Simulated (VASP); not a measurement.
A convergence study with VASP on GaN (zinc blende): one setting is varied, all else stays as given below, so the limit is that of these other settings. The cell's lengths are 1 % over those of the tabulated start and one atom is moved, so it is off equilibrium.

```
CELL_PARAMETERS angstrom
      0.00000     2.28260     2.28260
      2.28260     0.00000     2.28260
      2.28260     2.28260     0.00000
ATOMIC_POSITIONS crystal
  Ga 0.00000 0.00000 0.00000
  N  0.23673 0.26327 0.26327
```

Level of theory: PBEsol GGA, VASP's PBE PAW potentials (set 64) (plane waves; VASP). The tightest run used: 1000 eV cut-off, 11×11×11 Γ-centred mesh, Gaussian smearing of 0.050 eV, potentials Ga_d N.

Gaps are read on the run's mesh, which can miss a band edge.

```tsv
setting	E (eV/atom)	pressure (GPa)	gap on the mesh (eV)	plane waves
ENCUT = 250	-6.5499	-48.10	0.764	220
ENCUT = 300	-6.5447	-25.11	1.212	291
ENCUT = 350	-6.5311	-15.98	1.280	365
ENCUT = 400	-6.5394	-10.78	1.309	444
ENCUT = 450	-6.5400	-8.23	1.327	532
```

**Question.** These are the cheaper rows. Estimate the results at ENCUT = 1000, and how far the last row shown lies from them.

**Answer.** 
| quantity | tightest run | last row shown is off by |
|---|---|---|
| E (eV/atom) | -6.5425 | 0.0025 |
| pressure (GPa) | -7.33 | -0.89 |
| gap on the mesh (eV) | 1.329 | -0.002 |

Left out are rungs that failed or repeat a setting and relaxations that didn't move; long series are thinned to 24 rows.

The compound is GaN in the zinc blende structure, a metastable form; wurtzite is the usual one. The cell was not relaxed at this level, it is distorted from the ideal structure.
